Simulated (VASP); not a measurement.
Input:

```
Ti2O
1.0
    2.95408     0.00000     0.00000
   -1.47704     2.55831     0.00000
    0.00000     0.00000     4.82234
Ti O
2 1
Direct
  0.33333   0.66667   0.73005
  0.66667   0.33333   0.26995
  0.00000   0.00000   0.00000
```

Calculation: PBEsol GGA, VASP's PBE PAW potentials (set 64) (plane waves; VASP). Run with 400 eV cut-off, 15×15×8 Γ-centred mesh, Fermi-Dirac smearing of 0.050 eV, potentials Ti_sv O.

At this cut-off the stress carries a Pulay error, which pulls relaxed volumes low.

Task: Which forces act on the atoms, in eV/Å?

Result: 
```csv
atom,Fx,Fy,Fz
Ti1,0.000,0.000,0.410
Ti2,0.000,0.000,-0.410
O3,0.000,0.000,0.000
```

Task: Give the stress tensor in GPa (positive for a compressed cell).

Result: 
```
-6.93   0.00   0.00
 0.00  -6.93   0.00
 0.00   0.00  -9.41
```
The pressure is its mean diagonal, -7.76 GPa.

The structure comes from a computed database's Ti2O entry (P-3m1); how it stands against other phases isn't given here. The cell was not relaxed at this level.
